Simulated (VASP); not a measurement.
Input:

```xyz
6
Lattice="4.6251 0.0000 0.0000 0.0000 4.6251 0.0000 0.0000 0.0000 3.0542" Properties=species:S:1:pos:R:3 pbc="T T T"
Mg     0.0000     0.0000     0.0000
Mg     2.3126     2.3126     1.5271
F      1.4018     1.4018     0.0000
F      3.7144     0.9107     1.5271
F      0.9107     3.7144     1.5271
F      3.2233     3.2233     0.0000
```

The numbers are results of PBEsol GGA, VASP's PBE PAW potentials (set 64) (plane waves; VASP), not measurements. Run with 620 eV cut-off, 5×5×7 Γ-centred mesh, Gaussian smearing of 0.050 eV, potentials Mg F.

Question: What does the run give for the energy per atom (σ→0), band gap (on the k-mesh) with the smallest direct gap where there is one?

Answer: 
```json
{
 "band gap (on the k-mesh)": "6.92 eV",
 "smallest direct gap (on the k-mesh)": "6.92 eV",
 "energy per atom (σ→0)": "-524.4 kJ/mol of atoms"
}
```

Total energies compare only between runs with the same potentials, cut-off and functional.

The compound is MgF2 in the rutile structure. It was relaxed first.
